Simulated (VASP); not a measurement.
# Rb3N2 (P4/mmm) in VASP: a series of runs

One crystal, Rb3N2, is run at these levels: PBE; tasks: single point.

Program: VASP 6.6.1. These are calculated values, not measurements. Logs are shortened: lines on timing, memory, paths and dates and some standing lists are left out, and cuts for length are marked.

## (1) The cell of the first run

Symmetry: P4/mmm, No. 123, tetragonal system. Conventional cell: a = 6.140 Å, b = 6.140 Å, c = 4.270 Å, α = 90.00°, β = 90.00°, γ = 90.00°. Rb (site symmetry mmm) is surrounded by 2 Rb at 3.07 Å and 2 N at 3.07 Å. Rb (site symmetry 4/mmm) has 4 Rb at 3.07 Å as nearest neighbours. N (site symmetry 4/mmm) has 2 N at 2.13 Å as nearest neighbours. Around N (site symmetry 4/mmm) lie 2 N at 2.13 Å.

The cell was built by a generator and needn't be a form met in nature.

## (2) Single point, PBE (random cell by space group and Wyckoff sites (P4/mmm, No. 123))

Contents of INCAR:

```
PREC     = Accurate       # precision mode
ENCUT    = 520            # plane-wave cutoff, eV
EDIFF    = 1E-7           # SCF threshold, eV
ISMEAR   = 0              # smearing method
SIGMA    = 0.1            # smearing width, eV
LREAL    = False          # projectors in reciprocal space
LASPH    = True           # aspherical terms in the spheres
NELM     = 100            # most SCF steps
ALGO     = Fast           # electronic algorithm
ISIF     = 2              # what is computed and relaxed
LWAVE    = False          # write WAVECAR
LCHARG   = True           # write CHGCAR
GGA      = PE             # functional
LELF     = True           # ELF
LVHAR    = True         
NBANDS   = 26             # bands
```

Contents of KPOINTS:

```
Automatic mesh
0
Gamma
  4 4 4
```

Contents of POSCAR:

```
Rb3N2
1.0
    6.1396122700      0.0000000000      0.0000000000
    0.0000000000      6.1396122700      0.0000000000
    0.0000000000      0.0000000000      4.2698120800
Rb N
3 2
Direct
    0.0000000000      0.5000000000      0.0000000000
    0.5000000000      0.0000000000      0.0000000000
    0.0000000000      0.0000000000      0.0000000000
    0.5000000000      0.5000000000      0.0000000000
    0.5000000000      0.5000000000      0.5000000000
```

Potentials or basis: VASP PAW PBE potentials, release 64 (Rb_sv, N).

The run is started by

```
cat potpaw_PBE.64/Rb_sv/POTCAR potpaw_PBE.64/N/POTCAR > POTCAR
mpirun -np 1 vasp_std > vasp.out
```

OUTCAR:

```text
PREC = Accurate
   ENCUT = 520
   EDIFF = 1E-7
   ISMEAR = 0
   LREAL = False
   LASPH = True
   NELM = 100
   ISIF = 2
   GGA = PE

 ion  position               nearest neighbor table
   1  0.000  0.500  0.000-   3 3.07   4 3.07   3 3.07   4 3.07   5 3.74   5 3.74   5 3.74   5 3.74
                             2 4.34   2 4.34   2 4.34   2 4.34   3 5.26   3 5.26   3 5.26   3 5.26
   2  0.500  0.000  0.000-   3 3.07   4 3.07   4 3.07   3 3.07   5 3.74   5 3.74   5 3.74   5 3.74
                             1 4.34   1 4.34   1 4.34   1 4.34   3 5.26   3 5.26   3 5.26   3 5.26
   3  0.000  0.000  0.000-   1 3.07   2 3.07   1 3.07   2 3.07   1 5.26   2 5.26   1 5.26   1 5.26
                             1 5.26   2 5.26   2 5.26   2 5.26
   4  0.500  0.500  0.000-   1 3.07   2 3.07   2 3.07   1 3.07
   5  0.500  0.500  0.500-   1 3.74   2 3.74   1 3.74   2 3.74   2 3.74   2 3.74   1 3.74   1 3.74

  LATTYP: Found a simple tetragonal cell.
 ALAT       =     6.1396122700
 C/A-ratio  =     0.6954530502

  Lattice vectors:

 A1 = (   6.1396122700,   0.0000000000,   0.0000000000)
 A2 = (   0.0000000000,   6.1396122700,   0.0000000000)
 A3 = (   0.0000000000,   0.0000000000,   4.2698120800)

Analysis of symmetry for initial positions (statically):
=====================================================================
 Subroutine PRICEL returns:
 Original cell was already a primitive cell.

 Routine SETGRP: Setting up the symmetry group for a
 simple tetragonal supercell.

 Subroutine GETGRP returns: Found 16 space group operations
 (whereof 16 operations were pure point group operations)
 out of a pool of 16 trial point group operations.

The static configuration has the point symmetry D_4h.

Analysis of symmetry for dynamics (positions and initial velocities):
=====================================================================
 Subroutine PRICEL returns:
 Original cell was already a primitive cell.

 Routine SETGRP: Setting up the symmetry group for a
 simple tetragonal supercell.

 Subroutine GETGRP returns: Found 16 space group operations
 (whereof 16 operations were pure point group operations)
 out of a pool of 16 trial point group operations.

The dynamic configuration has the point symmetry D_4h.

 Subroutine INISYM returns: Found 16 space group operations
 (whereof 16 operations are pure point group operations),
 and found     1 'primitive' translations

----------------------------------------------------------------------------------------

                                     Primitive cell

  volume of cell :     160.9499

  direct lattice vectors                    reciprocal lattice vectors
     6.139612270  0.000000000  0.000000000     0.162876735  0.000000000  0.000000000
     0.000000000  6.139612270  0.000000000     0.000000000  0.162876735  0.000000000
     0.000000000  0.000000000  4.269812080     0.000000000  0.000000000  0.234202345

  length of vectors
     6.139612270  6.139612270  4.269812080     0.162876735  0.162876735  0.234202345

  position of ions in fractional coordinates (direct lattice)
     0.000000000  0.500000000  0.000000000
     0.500000000  0.000000000  0.000000000
     0.000000000  0.000000000  0.000000000
     0.500000000  0.500000000  0.000000000
     0.500000000  0.500000000  0.500000000

  ion indices of the primitive-cell ions
   primitive index   ion index
                 1           1
                 2           2
                 3           3
                 4           4
                 5           5

----------------------------------------------------------------------------------------

 KPOINTS: Automatic mesh

Automatic generation of k-mesh.
 Grid dimensions read from file:
 generate k-points for:    4    4    4

 Generating k-lattice:

  Cartesian coordinates                     Fractional coordinates (reciprocal lattice)
     0.040719184  0.000000000  0.000000000     0.250000000  0.000000000  0.000000000
     0.000000000  0.040719184  0.000000000     0.000000000  0.250000000  0.000000000
     0.000000000  0.000000000  0.058550586     0.000000000  0.000000000  0.250000000

  Length of vectors
     0.040719184  0.040719184  0.058550586

  Shift w.r.t. Gamma in fractional coordinates (k-lattice)
     0.000000000  0.000000000  0.000000000

 Subroutine IBZKPT returns following result:
 ===========================================

 Found     18 irreducible k-points:

 Following reciprocal coordinates:
            Coordinates               Weight
  0.000000  0.000000  0.000000      1.000000
  0.250000  0.000000  0.000000      4.000000
  0.500000  0.000000  0.000000      2.000000
  0.250000  0.250000  0.000000      4.000000
  0.500000  0.250000  0.000000      4.000000
  0.500000  0.500000  0.000000      1.000000
[... 10 lines left out ...]
  0.500000  0.250000  0.500000      4.000000
  0.500000  0.500000  0.500000      1.000000
   k-points           NKPTS =     18   k-points in BZ     NKDIM =     18   number of bands    NBANDS=     26
   number of dos      NEDOS =    301   number of ions     NIONS =      5
   total plane-waves  NPLWV =  73728
   dimension x,y,z NGX =    48 NGY =   48 NGZ =   32
   dimension x,y,z NGXF=    96 NGYF=   96 NGZF=   64
   ions per type =               3   2
   NGX,Y,Z   is equivalent  to a cutoff of  13.00, 13.00, 12.46 a.u.
   NGXF,Y,Z  is equivalent  to a cutoff of  25.99, 25.99, 24.92 a.u.
 SYSTEM =  unknown system
   PREC   = accura    normal or accurate (medium, high low for compatibility)
   ISTART =      0    job   : 0-new  1-cont  2-samecut
   ICHARG =      2    charge: 1-file 2-atom 10-const
   ISPIN  =      1    spin polarized calculation?
   LNONCOLLINEAR =      F non collinear calculations
   LSORBIT =      F    spin-orbit coupling
   LASPH  =      T    aspherical Exc in radial PAW
   ENCUT  =  520.0 eV  38.22 Ry    6.18 a.u.  11.42 11.42  7.94*2*pi/ulx,y,z
   NELM   =    100;   NELMIN=  2; NELMDL= -5     # of ELM steps
   EDIFF  = 0.1E-06   stopping-criterion for ELM
   LREAL  =      F    real-space projection
   EDIFFG = 0.1E-05   stopping-criterion for IOM
   NSW    =      0    number of steps for IOM
   IBRION =     -1    ionic relax: 0-MD 1-quasi-New 2-CG
   NFREE  =      0    steps in history (QN), initial steepest desc. (CG)
   ISIF   =      2    stress and relaxation
   ISYM   =      2    0-nonsym 1-usesym 2-fastsym
   POTIM  = 0.5000    time-step for ionic-motion
   TEBEG  =    0.0;   TEEND  =   0.0 temperature during run
   PSTRESS=    0.0 pullay stress
   NELECT =      37.0000    total number of electrons
   NUPDOWN=      -1.0000    fix difference up-down
   EMIN   =  10.00;   EMAX   =-10.00  energy-range for DOS
   EFERMI =   0.00;   METHOD = LEGACY
   ISMEAR =     0;   SIGMA  =   0.10  broadening in eV -4-tet -1-fermi 0-gaus
   EFERMI_NEDOS =   21; number of points for ismear=-14 and -15
   IALGO  =     68    algorithm
   IMIX   =      4    mixing-type and parameters
     AMIX     =   0.40;   BMIX     =  1.00
     AMIX_MAG =   1.60;   BMIX_MAG =  1.00
  volume/ion in A,a.u.               =      32.19       217.23
  Fermi-wavevector in a.u.,A,eV,Ry     =   1.002871  1.895152 13.684070  1.005751
  Thomas-Fermi vector in A             =   2.135386
   LORBIT       =      0    0 simple, 1 ext, 2 COOP (PROOUT), +10 PAW based schemes
   GGA     = PE    functional components
   LHFCALC =     F    Hartree Fock is set to
   AEXX    =    0.0000 exact exchange contribution
   IVDW    =     0    specifies the selected vdW correction
   LEPSILON=     F    determine dielectric tensor
   LRPA    =     F    only Hartree local field effects (RPA)
 non-spin polarized calculation
 RMM-DIIS sequential band-by-band and
 Gauss-broadening in eV      SIGMA  =   0.10
  energy-cutoff  :      520.00
  volume of cell :      160.95
 maximum number of plane-waves:      4368
 NGX is ok and might be reduce to    48
   NGX = 23   NGY = 23   NGZ = 15

 number of electron      37.0000002 magnetization

 Free energy of the ion-electron system (eV)
  ---------------------------------------------------
  ext. energy  EPLUGINS =         0.00000000
  ---------------------------------------------------
  free energy    TOTEN  =       -11.15655301 eV

  energy without entropy =      -11.12916652  energy(sigma->0) =      -11.14285977

 E-fermi :   1.6718     XC(G=0):  -7.6188

 val. band max:        1.6665100027   @ k =   0.2500   0.0000   0.2500
 cond. band min:       1.6729436605   @ k =   0.0000   0.0000   0.2500
 fundamental gap:      0.0064336577
 Fermi energy:         1.6718155925

 k-point     1 :       0.0000    0.0000    0.0000
  band No.  band energies     occupation
      1     -28.6603      2.00000
      2     -27.0882      2.00000
      3     -27.0532      2.00000
      4     -13.6191      2.00000
      5     -13.6191      2.00000
      6     -12.4365      2.00000
[... 18 lines left out ...]
     25       4.5503      0.00000
     26       6.1655      0.00000

 k-point     2 :       0.2500    0.0000    0.0000
  band No.  band energies     occupation
      1     -28.6508      2.00000
      2     -27.0938      2.00000
      3     -27.0638      2.00000
      4     -13.6136      2.00000
      5     -13.3435      2.00000
      6     -12.4256      2.00000
[... 18 lines left out ...]
     25       4.6789      0.00000
     26       6.1649      0.00000

 k-point     3 :       0.5000    0.0000    0.0000
  band No.  band energies     occupation
      1     -28.6410      2.00000
      2     -27.1036      2.00000
      3     -27.0702      2.00000
      4     -13.6081      2.00000
      5     -12.9224      2.00000
      6     -12.4144      2.00000
[... 398 lines left out ...]
 k-point    17 :       0.5000    0.2500    0.5000
  band No.  band energies     occupation
      1     -28.6197      2.00000
      2     -27.0917      2.00000
      3     -27.0751      2.00000
      4     -13.3002      2.00000
      5     -12.8838      2.00000
      6     -12.6393      2.00000
[... 18 lines left out ...]
     25       4.3621      0.00000
     26       5.4391      0.00000

 k-point    18 :       0.5000    0.5000    0.5000
  band No.  band energies     occupation
      1     -28.6098      2.00000
      2     -27.0916      2.00000
      3     -27.0916      2.00000
      4     -12.8751      2.00000
      5     -12.8751      2.00000
      6     -12.6239      2.00000
[... 18 lines left out ...]
     25       4.9501      0.00000
     26       5.5760      0.00000

------------------------ aborting loop because EDIFF is reached ----------------------------------------

  FORCE on cell =-STRESS in cart. coord.  units (eV):
  Direction    XX          YY          ZZ          XY          YZ          ZX
  --------------------------------------------------------------------------------------
  -------------------------------------------------------------------------------------
  Total        2.0950118      2.0950118     -7.8513828      0.0000000     -0.0000000      0.0000000
  in kB       20.8548177     20.8548177    -78.1566761      0.0000000     -0.0000000      0.0000000
  external PRESSURE =     -12.1490136 kB  Pullay stress =       0.0000000 kB

 VOLUME and BASIS-vectors are now :
 -----------------------------------------------------------------------------
  energy-cutoff  :      520.00
  volume of cell :      160.95
      direct lattice vectors                 reciprocal lattice vectors
     6.139612270  0.000000000  0.000000000     0.162876735  0.000000000  0.000000000
     0.000000000  6.139612270  0.000000000     0.000000000  0.162876735  0.000000000
     0.000000000  0.000000000  4.269812080     0.000000000  0.000000000  0.234202345

 POSITION                                       TOTAL-FORCE (eV/Angst)
 -----------------------------------------------------------------------------------
      0.00000      3.06981      0.00000         0.000000      0.000000      0.000000
      3.06981      0.00000      0.00000         0.000000      0.000000      0.000000
      0.00000      0.00000      0.00000         0.000000      0.000000      0.000000
      3.06981      3.06981      0.00000         0.000000      0.000000      0.000000
      3.06981      3.06981      2.13491         0.000000      0.000000      0.000000
 -----------------------------------------------------------------------------------
    total drift:                                0.000000      0.000000      0.000000

  FREE ENERGIE OF THE ION-ELECTRON SYSTEM (eV)
  ---------------------------------------------------
  free  energy   TOTEN  =       -11.1565530136 eV

  energy  without entropy=      -11.1291665219  energy(sigma->0) =      -11.14285977
```

Wall time 1.9 min (1 thread of Intel Xeon Platinum 8488C (Sapphire Rapids), shared host); peak memory 0.28 GiB.

Results:

| Quantity | Value |
| --- | --- |
| Free energy | -11.1566 eV |
| Pressure | -1.2 GPa |
| Band gap on the k mesh | none (metal or under the smearing width) |

Stress tensor (GPa, compression positive):
```
 2.09  0.00  0.00
 0.00  2.09  0.00
 0.00  0.00 -7.82
```

Caveat: the k mesh is coarse (spacing up to 0.37 Å⁻¹), so the values aren't converged.

## (3) Single point, PBE, collinear spin, typed start (random cell by space group and Wyckoff sites (P4/mmm, No. 123))

Contents of INCAR:

```
SYSTEM = Rb3N2
PREC     = Accurate       ! precision mode
ENCUT    = 520            ! plane-wave cutoff, eV
EDIFF    = 1E-6           ! SCF threshold, eV
ISMEAR   = 0              ! smearing method
SIGMA    = 0.1            ! smearing width, eV
LREAL    = .False.        ! projectors in reciprocal space
LASPH    = .True.         ! aspherical terms in the spheres
NELM     = 150            ! most SCF steps
ALGO     = Normal         ! electronic algorithm
ISIF     = 2              ! what is computed and relaxed
LWAVE    = .False.        ! write WAVECAR
LCHARG   = .False.        ! write CHGCAR
ISPIN    = 2              ! spin polarisation
MAGMOM   = 0 0 0 1 1      ! initial moments
LORBIT   = 11             ! projections on sites
GGA      = PE             ! functional
NBANDS   = 30             ! bands
```

Contents of KPOINTS:

```
regular mesh
0
Gamma
  4 4 4
  0 0 0
```

POSCAR is that of step 2.

Potentials or basis: VASP PAW PBE potentials, release 64 (Rb_sv, N).

The run is started by

```
cat potpaw_PBE.64/Rb_sv/POTCAR potpaw_PBE.64/N/POTCAR > POTCAR
mpirun -np 1 vasp_std > vasp.out
```

It took 2.6 min on 1 thread of Intel Xeon Platinum 8488C (Sapphire Rapids), shared host; peak memory 0.37 GiB.

It converged, with:

* Free energy: -11.2673 eV
* Pressure: -0.3 GPa
* Band gap on the k mesh: none (metal or under the smearing width)
* Net moment: 1.08 μB per cell
* Site moments: Rb -0.01, -0.04; N +0.29, +0.76 μB
* Valence electrons inside the program's atomic spheres: Rb 7.33; N 3.34, 3.31

Stress tensor (GPa, compression positive):
```
 2.51  0.00  0.00
 0.00  2.51  0.00
 0.00  0.00 -6.01
```

Levels at points of the mesh, in eV from the Fermi level:
Spin up:
```
           k point  band 16  band 17  band 18  band 19  band 20  band 21  band 22  band 23
(0.00, 0.00, 0.00)    -2.44    -2.44    -1.28     0.12     0.12     0.78     1.62     2.00
(0.50, 0.00, 0.00)    -2.94    -2.50    -0.47     0.02     0.09     0.94     2.02     2.14
(0.50, 0.50, 0.00)    -2.92    -2.92    -0.13    -0.13     0.04     1.55     1.55     2.56
(0.00, 0.00, 0.50)    -1.79    -1.08    -1.08    -0.10     0.51     0.90     0.90     1.05
(0.50, 0.00, 0.50)    -1.68    -1.60    -1.17    -0.09     0.46     0.77     1.49     1.53
(0.50, 0.50, 0.50)    -1.66    -1.64    -1.64    -0.08     0.44     0.97     1.91     1.91
```
Spin down:
```tsv
k point	band 14	band 15	band 16	band 17	band 18	band 19	band 20	band 21	band 22	band 23
(0.00, 0.00, 0.00)	-9.36	-3.41	-1.66	-1.48	-1.48	0.69	1.33	1.33	1.53	1.86
(0.50, 0.00, 0.00)	-9.33	-3.44	-2.31	-1.59	-0.65	0.73	1.19	1.33	2.01	2.04
(0.50, 0.50, 0.00)	-9.30	-3.46	-2.15	-2.15	-0.53	0.76	0.76	1.88	1.88	2.45
(0.00, 0.00, 0.50)	-11.42	-0.72	-0.72	-0.37	-0.37	0.64	0.88	0.88	0.92	1.08
(0.50, 0.00, 0.50)	-11.45	-0.98	-0.55	-0.52	-0.44	0.45	0.59	1.17	1.31	1.32
(0.50, 0.50, 0.50)	-11.39	-1.03	-1.03	-0.45	-0.45	0.48	0.60	1.32	1.78	1.78
```

Caveat: the k mesh is coarse (spacing up to 0.37 Å⁻¹), so the values aren't converged.
